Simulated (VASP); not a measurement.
Consider the following.

```
Al3Sc
1.0
    4.03442     0.00000     0.00000
    0.00000     4.03442     0.00000
    0.00000     0.00000     4.03442
Sc Al
1 3
Direct
  0.00000   0.00000   0.00000
  0.00000   0.50000   0.50000
  0.50000   0.00000   0.50000
  0.50000   0.50000   0.00000
```

Calculation: LDA (Ceperley-Alder, Perdew-Zunger), VASP's LDA PAW potentials (set 64) (plane waves; VASP). Numerical set-up: 500 eV cut-off, 8×8×8 Γ-centred mesh, first-order Methfessel-Paxton smearing of 0.10 eV, potentials Sc_sv Al.

Energy and stress use the plane-wave basis of the starting cell.

### Question
The ions, cell shape and volume at an external pressure of 5.0 GPa are relaxed. Which structure does the run end with?

### Answer

```
Al3Sc
1.0
    3.97163     0.00000     0.00000
    0.00000     3.97163     0.00000
    0.00000     0.00000     3.97163
Sc Al
1 3
Direct
  0.00000   0.00000   0.00000
  0.00000   0.50000   0.50000
  0.50000   0.00000   0.50000
  0.50000   0.50000   0.00000
```
Space group Pm-3m (221), at a tolerance of 0.03 Å.

### Question
How do energy and volume change from the first to the last step?

### Answer
The energy (σ→0) changes by +11.2 meV/atom and the volume by -4.6 %, in 3 ionic steps.

The compound is Al3Sc in the L1_2 structure. This run relaxes it under an external pressure of 5 GPa. Symmetry was kept, so distortions that lower it aren't found.
